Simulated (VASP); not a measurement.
Method: PBE GGA with D3 dispersion (Becke-Johnson damping), VASP's PBE PAW potentials (set 64) (plane waves; VASP 6.6.1).

Input for VASP

**KPOINTS**
```
kpoints
0
Gamma
9 9 9
```

### INCAR
```
SYSTEM=SrVO3
PREC=Accurate; ENCUT=520; LREAL=.FALSE.
LASPH=.TRUE.
EDIFF=1E-7; NELM=100; ALGO=Normal
LMAXMIX=4
ISMEAR=-5
GGA=PE; IVDW=12
ISIF=2
LWAVE=.FALSE.; LCHARG=.TRUE.; LORBIT=11
NEDOS=601
LEFG=.TRUE.
```

POSCAR:
```
SrVO3
1.0
  3.8367459723   0.0000000000   0.0000000000
  0.0000000000   3.8367459723   0.0000000000
  0.0000000000   0.0000000000   3.8367459723
Sr V O
1 1 3
Cartesian
  0.0000000000   0.0000000000   0.0000000000
  1.9183729862   1.9183729862   1.9183729862
  1.9183729862   0.0000000000   1.9183729862
  0.0000000000   1.9183729862   1.9183729862
  1.9183729862   1.9183729862   0.0000000000
```

POTCAR, in this order: Sr_sv V_sv O (PBE.64 set). Program: vasp_std.

**Question.** What will the output report for the number of irreducible k-points (NKPTS), largest plane-wave count, number of space-group operations, FFT grid (NGX, NGY, NGZ)?

**Answer.** 
| Property | Result |
|---|---|
| number of irreducible k-points (NKPTS) | 35 |
| largest plane-wave count | 1532 |
| number of space-group operations | 48 |
| FFT grid (NGX, NGY, NGZ) | 30 × 30 × 30 |

The compound is SrVO3 in the cubic perovskite structure. It was relaxed first. The run is not spin-polarised, so no magnetic state was tried. The electron count is odd and the run is not spin-polarised, which forces a metal.
